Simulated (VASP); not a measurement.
These are PBE GGA with D3 dispersion (Becke-Johnson damping), VASP's PBE PAW potentials (set 64) (plane waves; VASP) values and carry that method's errors.

A VASP calculation is set up with these files.

### POSCAR
```
TiO2
5.4822010
 -0.3461792271   0.3461792271   0.8719631783
  0.3461792271  -0.3461792271   0.8719631783
  0.3461792271   0.3461792271  -0.8719631783
Ti O
2 4
Direct
  0.7500000000   0.2500000000   0.5000000000
  0.0000000000   0.0000000000   0.0000000000
  0.5416814310   0.0416814310   0.5000000000
  0.7916814310   0.7916814310   0.0000000000
  0.2083185690   0.2083185690   0.0000000000
  0.9583185690   0.4583185690   0.5000000000
```

### INCAR
```
SYSTEM = TiO2
PREC = Accurate
ENCUT = 520
EDIFF = 1E-7
NELM = 100
ALGO = Normal
LREAL = .FALSE.
LASPH = .TRUE.
ISMEAR = 0
SIGMA = 0.05
GGA = PE
IVDW = 12
LMAXMIX = 4
LWAVE = .FALSE.
LCHARG = .FALSE.
LORBIT = 11
ICHARG = 11
```

KPOINTS:
```
k-points along high-symmetry lines
10
Line-mode
Reciprocal
  0.000000   0.000000   0.000000 ! GAMMA
  0.000000   0.000000   0.500000 ! X

  0.000000   0.000000   0.500000 ! X
  0.250000   0.250000   0.250000 ! P

  0.250000   0.250000   0.250000 ! P
  0.000000   0.500000   0.000000 ! N

  0.000000   0.500000   0.000000 ! N
  0.000000   0.000000   0.000000 ! GAMMA

  0.000000   0.000000   0.000000 ! GAMMA
  0.500000   0.500000  -0.500000 ! M

  0.500000   0.500000  -0.500000 ! M
  0.289601   0.710399  -0.289601 ! S

 -0.289601   0.289601   0.289601 ! S_0
  0.000000   0.000000   0.000000 ! GAMMA

  0.000000   0.000000   0.500000 ! X
 -0.079203   0.079203   0.500000 ! R

  0.500000   0.500000  -0.079203 ! G
  0.500000   0.500000  -0.500000 ! M
```

POTCAR, in this order: Ti_sv O (PBE.64 set). Program: vasp_std. Read from the step before: CHGCAR.

Output

File OSZICAR:
```
       N       E                     dE             d eps       ncg     rms          rms(c)
DAV:   1     0.619964632321E+03    0.61996E+03   -0.25860E+04  5040   0.203E+03
DAV:   2     0.492080979196E+02   -0.57076E+03   -0.55434E+03  5252   0.569E+02
DAV:   3    -0.467462888129E+02   -0.95954E+02   -0.91087E+02  8188   0.192E+02
DAV:   4    -0.530916397252E+02   -0.63454E+01   -0.62557E+01  7180   0.507E+01
DAV:   5    -0.534029048796E+02   -0.31127E+00   -0.31027E+00  7212   0.879E+00
DAV:   6    -0.534086756690E+02   -0.57708E-02   -0.57657E-02  6424   0.139E+00
DAV:   7    -0.534089322652E+02   -0.25660E-03   -0.25653E-03  7204   0.237E-01
DAV:   8    -0.534089362990E+02   -0.40338E-05   -0.40332E-05  6540   0.296E-02
DAV:   9    -0.534089364720E+02   -0.17294E-06   -0.17297E-06  6460   0.494E-03
DAV:  10    -0.534089364756E+02   -0.36198E-08   -0.36317E-08  3740   0.814E-04
   1 F= -.54748698E+02 E0= -.54748698E+02  d E =-.279376E-25
```

**OUTCAR**
```
 val. band max:        3.3204349890   @ k =   0.0000   0.0000   0.4444

 cond. band min:       5.3858981107   @ k =   0.0000   0.0000   0.0000



 k-point     1 :       0.0000    0.0000    0.0000
  band No.  band energies     occupation
      1     -53.1355      2.00000
      2     -53.0784      2.00000
      3     -29.5839      2.00000
      4     -29.3544      2.00000
      5     -29.3544      2.00000
      6     -29.2861      2.00000
      7     -29.2861      2.00000
      8     -29.2083      2.00000
      9     -14.3126      2.00000
     10     -13.3112      2.00000
     11     -13.1842      2.00000
     12     -12.8417      2.00000
     13      -0.5898      2.00000
     14      -0.4809      2.00000
     15      -0.4809      2.00000
     16      -0.1033      2.00000
     17       1.2566      2.00000
     18       1.2566      2.00000
     19       1.3048      2.00000
     20       2.5290      2.00000
     21       2.5290      2.00000
     22       2.5315      2.00000
     23       2.8438      2.00000
     24       2.8438      2.00000
     25       5.3859      0.00000
     26       6.1046      0.00000
     27       7.2252      0.00000
     28       7.2421      0.00000

 k-point     2 :       0.0000    0.0000    0.0556
  band No.  band energies     occupation
      1     -53.1350      2.00000
      2     -53.0787      2.00000
      3     -29.5836      2.00000
      4     -29.3602      2.00000
      5     -29.3563      2.00000
      6     -29.2892      2.00000
      7     -29.2862      2.00000
      8     -29.2069      2.00000
      9     -14.2830      2.00000
     10     -13.2931      2.00000
     11     -13.1718      2.00000
     12     -12.8334      2.00000
     13      -0.5962      2.00000
     14      -0.5513      2.00000
     15      -0.5180      2.00000
     16      -0.1014      2.00000
     17       1.1924      2.00000
     18       1.2891      2.00000
     19       1.3448      2.00000
     20       2.4510      2.00000
     21       2.4636      2.00000
...
```

The density is held fixed in this step, so its total energy and stress have no physical meaning.

The compound is TiO2 in the anatase structure, one of several forms; rutile is the usual stable one. It was relaxed first.
